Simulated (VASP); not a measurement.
Consider the following.

```yaml
crystal:
  lattice:
    - [0.00000, 2.96764, 2.96764]
    - [2.96764, 0.00000, 2.96764]
    - [2.96764, 2.96764, 0.00000]
  atoms:
    - { symbol: Cd, position: [0.00000, 0.00000, 0.00000] }
    - { symbol: S, position: [0.25000, 0.25000, 0.25000] }
```

These are PBE GGA, VASP's PBE PAW potentials (set 64) (plane waves; VASP) values and carry that method's errors. Run with 480 eV cut-off, 7×7×7 Γ-centred mesh, Gaussian smearing of 0.050 eV, potentials Cd S.

**Question.** Predict the energy per atom (σ→0), band gap (on the k-mesh) with the smallest direct gap where there is one.

**Answer.** 
The band gap (on the k-mesh) is 1.03 eV and the smallest direct gap (on the k-mesh) is 1.03 eV. The energy per atom (σ→0) is -3.073 eV/atom.

The structure comes from a computed database's CdS entry (F-43m); how it stands against other phases isn't given here. It was relaxed first. The start is the result of an earlier pass.
